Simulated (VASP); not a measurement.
Input of a VASP 6.6.1 run:

The input INCAR:

```
ALGO = Normal
EDIFF = 1E-6
ENCUT = 520
GGA = PE
ISIF = 2
ISMEAR = 0
ISPIN = 2
LASPH = True
LCHARG = False
LDAU = True
LDAUJ = 0 0
LDAUL = 3 -1
LDAUPRINT = 1
LDAUTYPE = 2
LDAUU = 4 0
LMAXMIX = 6
LORBIT = 11
LREAL = False
LWAVE = False
MAGMOM = 4 -4 0 0
NBANDS = 39
NELM = 150
PREC = Accurate
SIGMA = 0.05
```

The input KPOINTS:

```
k-points
0
Gamma
  6 6 6
```

Contents of POSCAR:

```
HoO
1.0
    0.0000000000      2.7574736800      2.7574736800
    2.7574736800      0.0000000000      2.7574736800
    2.7574736800      2.7574736800      0.0000000000
Ho O
2 2
Direct
    0.0000000000      0.0000000000      0.0000000000
    0.5000000000      0.5000000000      0.5000000000
    0.2500000000      0.2500000000      0.2500000000
    0.7500000000      0.7500000000      0.7500000000
```

Potentials or basis: VASP PAW PBE potentials, release 64 (Ho, O).

The run is started by

```sh
$ cat potpaw_PBE.64/Ho/POTCAR potpaw_PBE.64/O/POTCAR > POTCAR
$ mpirun -np 1 vasp_std > vasp.out
```

Question: Estimate the pressure.

Answer: 56.0 GPa.

Question: Estimate the net moment.

Answer: 0.00 μB per cell.

Eigenvalues of the final occupation matrices:
```
    site  spin  trace                         eigenvalues
site 1 f     1   6.91  0.98 0.98 0.98 0.99 0.99 0.99 1.00
site 1 f     2   3.71  0.01 0.01 0.01 0.90 0.90 0.90 1.00
site 2 f     1   3.71  0.01 0.01 0.01 0.90 0.90 0.90 1.00
site 2 f     2   6.91  0.98 0.98 0.98 0.99 0.99 0.99 1.00
```

Caveat: the magnetic or orbital state may not be the lowest; a pressure of tens of GPa on the cell as given is suspect, and the run, the potentials or the cell itself is likely at fault; spin-orbit coupling is left out, which moves the levels of the heavy elements. The state reached can hang on the start; a lower one may exist.
